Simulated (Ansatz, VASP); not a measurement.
# Two plane-wave programs on Cs3Pt

```xyz
4
Lattice="6.0524 0.0000 0.0000 0.0000 6.0524 0.0000 0.0000 0.0000 6.0524" Properties=species:S:1:pos:R:3 pbc="T T T"
Cs    0.0000    0.0000    3.0262
Cs    0.0000    3.0262    0.0000
Cs    3.0262    0.0000    0.0000
Pt    3.0262    3.0262    3.0262
```

Alike in both runs: task single point; functional LDA; k mesh 8 × 8 × 8; occupations gaussian, width 0.1 eV; no spin polarisation.

|  | VASP | Ansatz |
| --- | --- | --- |
| version | VASP 6.6.1 | Ansatz 0.2.0 |
| potentials or method | VASP PAW LDA potentials, release 64 (Cs_sv, Pt) | scalar-relativistic, plane waves, PAW |
| plane-wave cutoff (eV) | 520 | 420 |
| valence electrons in the cell | 37 | 45 |

```tsv
	VASP	Ansatz	Ansatz less VASP
gap on the k mesh at the Fermi level (eV)	none	none	-
pressure (GPa)	-2.5	-2.5	-0.01
```

A gap of «none» marks a metal or a gap that the smearing closes. The two sets of potentials don't hold the same shells in valence.

The runs have no spin-orbit coupling, so splittings on Cs, Pt are missing.
